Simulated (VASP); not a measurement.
An input for Quantum ESPRESSO's pw.x (written as the equivalent of a VASP run, and not itself run):

```
&CONTROL
  calculation = 'scf'
  pseudo_dir = './pseudo'
  outdir = './out'
  tprnfor = .true.
  tstress = .true.
/
&SYSTEM
  ibrav = 0
  nat = 24
  ntyp = 2
  ecutwfc = 76
  occupations = 'smearing'
  smearing = 'gaussian'
  degauss = 0.002205
  input_dft = 'pbe'
/
&ELECTRONS
  conv_thr = 7.3e-08
  electron_maxstep = 100
/
ATOMIC_SPECIES
  Al 26.982 Al.upf
  Au 196.967 Au.upf
CELL_PARAMETERS angstrom
     5.8635600    0.0000000    0.0000000
     0.0000000    8.2923270    0.0000000
     0.0000000    0.0000000   18.3689000
ATOMIC_POSITIONS crystal
  Al   0.7500000  0.3750000  0.4422090
  Al   0.2500000  0.3750000  0.4422090
  Al   0.2500000  0.1250000  0.3266390
  Al   0.7500000  0.1250000  0.3266390
  Al   0.7500000  0.8750000  0.4422090
  Al   0.2500000  0.8750000  0.4422090
  Al   0.2500000  0.6250000  0.3266390
  Al   0.7500000  0.6250000  0.3266390
  Al   0.7500000  0.8750000  0.6733610
  Al   0.2500000  0.8750000  0.6733610
  Al   0.2500000  0.6250000  0.5577850
  Al   0.7500000  0.6250000  0.5577850
  Al   0.7500000  0.3750000  0.6733610
  Al   0.2500000  0.3750000  0.6733610
  Al   0.2500000  0.1250000  0.5577850
  Al   0.7500000  0.1250000  0.5577850
  Au   0.0000000  0.6250000  0.4422090
  Au   0.5000000  0.3750000  0.3266390
  Au   0.0000000  0.1250000  0.4422090
  Au   0.5000000  0.8750000  0.3266390
  Au   0.0000000  0.1250000  0.6733610
  Au   0.5000000  0.8750000  0.5577850
  Au   0.0000000  0.6250000  0.6733610
  Au   0.5000000  0.3750000  0.5577850
K_POINTS automatic
  2 2 1 0 0 0
```

Translate this input to VASP (INCAR, KPOINTS, POSCAR, choice of POTCAR).

Several could match; the one computed here: 
INCAR:
```
SYSTEM  =  Al2Au
PREC  =  Accurate; ENCUT  =  300; LREAL  =  Auto
LASPH  =  T
EDIFF  =  1E-6; NELM  =  100; ALGO  =  Normal
LMAXMIX  =  6
ISMEAR  =  0; SIGMA  =  0.03
GGA  =  PE
ISIF  =  2
LWAVE  =  F; LCHARG  =  F
```

File KPOINTS:
```
Automatic mesh
0
Gamma
2 2 1
0 0 0
```

POSCAR:
```
Al2Au
5.863560
  1.0000000000   0.0000000000   0.0000000000
  0.0000000000   1.4142137200   0.0000000000
  0.0000000000   0.0000000000   3.1327214184
Al Au
16 8
Cartesian
  0.7500000000   0.5303301450   1.3853176057
  0.2500000000   0.5303301450   1.3853176057
  0.2500000000   0.1767767150   1.0232689914
  0.7500000000   0.1767767150   1.0232689914
  0.7500000000   1.2374370050   1.3853176057
  0.2500000000   1.2374370050   1.3853176057
  0.2500000000   0.8838835750   1.0232689914
  0.7500000000   0.8838835750   1.0232689914
  0.7500000000   1.2374370050   2.1094524270
  0.2500000000   1.2374370050   2.1094524270
  0.2500000000   0.8838835750   1.7473850164
  0.7500000000   0.8838835750   1.7473850164
  0.7500000000   0.5303301450   2.1094524270
  0.2500000000   0.5303301450   2.1094524270
  0.2500000000   0.1767767150   1.7473850164
  0.7500000000   0.1767767150   1.7473850164
  0.0000000000   0.8838835750   1.3853176057
  0.5000000000   0.5303301450   1.0232689914
  0.0000000000   0.1767767150   1.3853176057
  0.5000000000   1.2374370050   1.0232689914
  0.0000000000   0.1767767150   2.1094524270
  0.5000000000   1.2374370050   1.7473850164
  0.0000000000   0.8838835750   2.1094524270
  0.5000000000   0.5303301450   1.7473850164
```

POTCAR, in this order: Al Au (PBE.64 set). Program: vasp_std.

The two are equivalent in intent, not identical: the potentials are each code's own (VASP's PAW set, PseudoDojo norm-conserving files in pw.x), so ENCUT and ecutwfc are chosen apart and not converted; conv_thr bounds pw.x's estimated SCF error, while EDIFF bounds the energy change between steps.

The cell is a sheet with vacuum, built from a database entry that may be metastable or hypothetical.
